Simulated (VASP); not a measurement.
Shape and ions are relaxed at each volume.

Given:

```yaml
crystal:
  lattice:
    - [1.91190, -3.31151, 0.00000]
    - [1.91190, 3.31151, 0.00000]
    - [0.00000, 0.00000, 12.22448]
  atoms:
    - { symbol: La, position: [0.00000, 0.00000, 0.50000] }
    - { symbol: La, position: [0.00000, 0.00000, 0.00000] }
    - { symbol: La, position: [0.33333, 0.66667, 0.25000] }
    - { symbol: La, position: [0.66667, 0.33333, 0.75000] }
```

Method: revPBE GGA, VASP's PBE PAW potentials (set 64) (plane waves; VASP). Run with 520 eV cut-off, 9×9×3 Γ-centred mesh, first-order Methfessel-Paxton smearing of 0.10 eV, potentials La.

Q: Give the energy at these volumes per atom, relative to the lowest: 36.23, 37.39, 38.54, 39.70, 40.86 Å³.

A: 12.7, 3.4, 0.0, 1.8, 8.3 meV/atom. A third-order Birch-Murnaghan fit gives B0 = 23.9 GPa and B0′ = 2.7.

Measured: bulk modulus 27.9 GPa (computed value off by -14.4 %), as given by Wikipedia, Lanthanum (infobox). The calculation is for a static lattice, while the measured bulk modulus holds thermal and zero-point effects, which are part of the difference.

The compound is La in the dhcp structure. It was relaxed first.
